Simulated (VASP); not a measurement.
A run of VASP 6.6.1 is set up as follows.

The input POSCAR:

```
TiGa11As12                              
1.0
    0.0000000000      8.4805500000      8.4805500000
    5.6537000000      0.0000000000      5.6537000000
    5.6537000000      5.6537000000      0.0000000000
  Ti              Ga              As            
     1    11    12
Direct
     0.9926381835577227    0.0019685736489561    0.0024657738609093
     0.0028433883730136    0.0023238777615191    0.4966099647896349
     0.0027388380141165    0.4963320272198283    0.0044235712854804
     0.0025295375034617    0.4959625439634510    0.4981723206464916
     0.3284456989479638    0.0041527165362125    0.0060427803153396
     0.3343287589517888    0.0015961291448685    0.4963909686238455
     0.3342680452194948    0.4946320526550666    0.0035992306554386
     0.3305823969556592    0.5013591372230209    0.5033091869673131
     0.6683855160588784    0.9990594942755628    0.9997331489058238
     0.6612454487341647    0.0019918804279101    0.5058397162368349
     0.6614057662082203    0.5044557918217246    0.0035164998153767
     0.6668439088165393    0.5000835707673850    0.5013472121598026
     0.0827009848401704    0.1258364375254044    0.1262106578957913
     0.0867503277638514    0.1248869366637731    0.6192766258316094
     0.0867045807368016    0.6188488035308185    0.1270733670644161
     0.0807981982700602    0.6258613076320773    0.6279807620030016
     0.4215006156148377    0.1204626895245610    0.1221328521577745
     0.4123284799576489    0.1255153374985406    0.6317615023029876
     0.4124310180017434    0.6298589957658709    0.1275039892857689
     0.4166770313797328    0.6249077107797910    0.6268760166280057
     0.7354361736070519    0.1333719400290475    0.1346125856362556
     0.7518217198484120    0.1241651680634985    0.6247775058050848
     0.7517841745172710    0.6240241432501413    0.1253740983020872
     0.7503282081213986    0.6252457342909790    0.6268736628249143
```

File INCAR.step1:

```
PREC = Accurate ; ENCUT = 350
EDIFF = 1E-5 ; ISMEAR = 0
SIGMA = 0.03 ; LREAL = Auto
LASPH = True ; NELM = 70
ALGO = Normal ; ISIF = 2
LWAVE = True ; LCHARG = False
ISPIN = 2 ; MAGMOM = 2 0 0 0 0 0 0 0 0 0 0 0 0 0 0 0 0 0 0 0 0 0 0 0
LORBIT = 11 ; NUPDOWN = 2
LMAXMIX = 4 ; NBANDS = 130
NELECT = 216.0 ; ISYM = -1
TIME = 0.4 ; NKRED = 2
GGA = PE ; KPAR = 2
```

File INCAR.step2:

```
PREC = Accurate ; ENCUT = 350
EDIFF = 1E-4 ; ISMEAR = 0
SIGMA = 0.03 ; LREAL = Auto
LASPH = True ; NELM = 70
ALGO = Damped ; ISIF = 2
LWAVE = False ; LCHARG = False
ISPIN = 2 ; MAGMOM = 2 0 0 0 0 0 0 0 0 0 0 0 0 0 0 0 0 0 0 0 0 0 0 0
LORBIT = 11 ; NUPDOWN = 2
LMAXMIX = 4 ; GGA = PE
LHFCALC = True ; HFSCREEN = 0.2
PRECFOCK = Fast ; NBANDS = 130
NELECT = 216.0 ; ISYM = -1
TIME = 0.4 ; NKRED = 2
ISTART = 1 ; KPAR = 2
```

Contents of KPOINTS:

```
Automatic mesh
0
Gamma
  2 2 2
```

Potentials or basis: VASP PAW PBE potentials, release 64 (Ti_sv, Ga_d, As).

Command:

```bash
$ cat potpaw_PBE.64/Ti_sv/POTCAR potpaw_PBE.64/Ga_d/POTCAR potpaw_PBE.64/As/POTCAR > POTCAR
$ cp INCAR.step1 INCAR
$ mpirun -np 4 vasp_std > vasp.out
$ cp INCAR.step2 INCAR
$ mpirun -np 4 vasp_std > vasp.out
```

Problem. What does it give for the largest force?

Solution. 0.122 eV/Å.

Forces on the atoms (eV/Å):
```
Ti   0.006  0.028  0.029
Ga   0.015  0.024 -0.036
Ga   0.007 -0.032  0.020
Ga   0.077  0.016  0.017
Ga  -0.080  0.005  0.005
Ga   0.010  0.069 -0.005
Ga   0.012 -0.004  0.075
Ga   0.006  0.022  0.019
Ga  -0.072  0.010  0.002
Ga   0.021  0.070 -0.005
Ga   0.028 -0.009  0.068
Ga   0.008  0.010  0.010
As  -0.078 -0.065 -0.067
As   0.032  0.063 -0.067
As   0.021 -0.072  0.053
As  -0.038  0.002  0.013
As   0.060 -0.055 -0.056
As  -0.002 -0.031 -0.003
As  -0.003 -0.010 -0.027
As  -0.013 -0.022 -0.019
As  -0.061  0.044  0.038
As   0.026 -0.019 -0.021
As   0.030 -0.017 -0.022
As  -0.012 -0.027 -0.021
```

Caveat: the k mesh is coarse (spacing up to 0.48 Å⁻¹), so the values aren't converged, least of all with exact exchange; the PAW data sets were made with another functional, which shifts forces and pressure a little; the total moment is fixed, so each spin has its own Fermi level.
